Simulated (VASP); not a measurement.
VASP runs on Te (trig) share one base input (PBE GGA, plane waves, VASP's PBE PAW potentials (set 64)) and change the settings named in each case.

File KPOINTS:
```
Automatic mesh
0
G
5 5 4
```

File POSCAR:
```
Te
6.04860
  0.3760539629  -0.6513444433   0.0000000000
  0.3760539629   0.6513444433   0.0000000000
  0.0000000000   0.0000000000   1.0000000000
Te
3
Cartesian
  0.0989021922   0.1713035886   0.6666670000
  0.5543035413  -0.0000000000   0.0000000000
  0.0989021922  -0.1713035886   0.3333330000
```

INCAR:
```
ALGO  =  Normal
EDIFF  =  1E-6
ENCUT  =  400
GGA  =  PE
ISIF  =  2
ISMEAR  =  0
LASPH  =  .True.
LCHARG  =  .False.
LMAXMIX  =  4
LREAL  =  .False.
LWAVE  =  .False.
NELM  =  100
PREC  =  Accurate
SIGMA  =  0.05
SYSTEM  =  Te
```

POTCAR, in this order: Te (PBE.64 set). Program: vasp_std.

```json
[
 {"change": "base run", "electronic steps": "12"},
 {"change": "AMIX = 0.2, BMIX = 1.0, IMIX = 4", "electronic steps": "13"},
 {"change": "AMIX = 0.2, BMIX = 3.0, IMIX = 1", "electronic steps": "54"},
 {"change": "AMIX = 0.1, BMIX = 3.0, IMIX = 1", "electronic steps": "41"},
 {"change": "AMIX = 0.05, BMIX = 1.0, IMIX = 4", "electronic steps": "14"},
 {"change": "AMIX = 0.1, BMIX = 3.0, IMIX = 4", "electronic steps": "13"}
]
```
 Unless said otherwise, spin-orbit coupling is left out, though it shifts the bands of the heavy elements here.

Left out are runs that ran out of time, are held back, or changed the cell or the kind of run, fixed moments of cells without a moment, rows past the twelfth, gaps on odd meshes, pressures of charged cells and columns that move by less than the noise.

The compound is Te in the trig structure. The cell was not relaxed at this level.
